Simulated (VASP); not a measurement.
A convergence study with VASP on TiC (space group no. 225 when undisturbed): a few settings are varied, all else stays as given below, so the limit is that of these other settings. One atom is moved off its site, so that forces are finite.

```
TiC
1.0
    0.00000     2.15850     2.15850
    2.15850     0.00000     2.15850
    2.15850     2.15850     0.00000
Ti C
1 1
Direct
  0.01158   0.01158   0.98842
  0.50000   0.50000   0.50000
```

Method: PBE GGA, VASP's PBE PAW potentials (set 64) (plane waves; VASP 6.6.1). The last row used: 400 eV cut-off, 17×17×17 Γ-centred mesh shifted by (0.5, 0.5, 0.5), Fermi-Dirac smearing of 0.10 eV, potentials Ti_sv C.

| setting | E (eV/atom) | pressure (GPa) | largest force (eV/Å) | irreducible k-points |
|---|---|---|---|---|
| 2×2×2 mesh | -9.4340 | 1.75 | 0.706 | 3 |
| 3×3×3 mesh | -9.3368 | 1.98 | 0.528 | 10 |
| 4×4×4 mesh | -9.3337 | 1.83 | 0.462 | 20 |
| 5×5×5 mesh | -9.3368 | [?] | [?] | 39 |
| 6×6×6 mesh | -9.3415 | 1.73 | 0.466 | 63 |
| 7×7×7 mesh | -9.3438 | 1.63 | 0.484 | 100 |
| 8×8×8 mesh | -9.3450 | 1.68 | 0.486 | 144 |
| 9×9×9 mesh | [?] | [?] | [?] | 205 |
| 10×10×10 mesh | -9.3460 | 1.66 | 0.483 | 275 |
| 11×11×11 mesh | -9.3460 | 1.66 | 0.481 | 366 |
| 12×12×12 mesh | -9.3459 | 1.60 | 0.481 | 468 |
| 14×14×14 mesh | -9.3458 | 1.66 | 0.484 | 735 |
| 15×15×15 mesh | -9.3458 | 1.66 | 0.484 | 904 |
| 17×17×17 mesh | -9.3458 | 1.60 | 0.483 | 1305 |

What belongs in the gaps?

- 5×5×5 mesh, pressure (GPa): 1.78
- 5×5×5 mesh, largest force (eV/Å): 0.439
- 9×9×9 mesh, E (eV/atom): -9.3457
- 9×9×9 mesh, pressure (GPa): 1.61
- 9×9×9 mesh, largest force (eV/Å): 0.485

Left out are rungs that failed or repeat a setting and relaxations that didn't move; long series are thinned to 24 rows.

The structure is a typed TiC crystal (space group no. 225). The cell was not relaxed at this level, it is distorted from the ideal structure.
